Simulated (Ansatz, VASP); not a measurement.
One calculation of Be3CdF2, two programs

```
Be Cd F
1.0
     4.58202    0.00000    0.00000
    -2.29101    3.96814    0.00000
     0.00000    0.00000    3.72242
Be Cd F
3 1 2
Direct
  0.50000 0.00000 0.50000
  0.50000 0.50000 0.50000
  0.00000 0.50000 0.50000
  0.00000 0.00000 0.00000
  0.33333 0.66667 0.00000
  0.66667 0.33333 0.00000
```

Change from the starting cell: species swapped into the LaAl2Ag3 type (P6/mmm, No. 191).

Alike in both runs: task single point; functional PBE; k mesh 6 × 6 × 6; occupations gaussian, width 0.1 eV; no spin polarisation.

```csv
,VASP,Ansatz
version,VASP 6.6.1,Ansatz 0.2.0
potentials or method,"VASP PAW PBE potentials, release 64 (Be, Cd, F)","scalar-relativistic, plane waves, PAW"
plane-wave cutoff (eV),520,420
valence electrons in the cell,32,40
```

VASP gave:

```
gap on the k mesh at the Fermi level (eV)       : none
pressure (GPa)                                  : 5.9
largest component of the traceless stress (GPa) : 5.44
```

Q: Which values does Ansatz return?

A: gap on the k mesh at the Fermi level (eV): none; pressure (GPa): 5.9; largest component of the traceless stress (GPa): 5.57.

A gap of «none» marks a metal or a gap that the smearing closes. The two sets of potentials don't hold the same shells in valence.
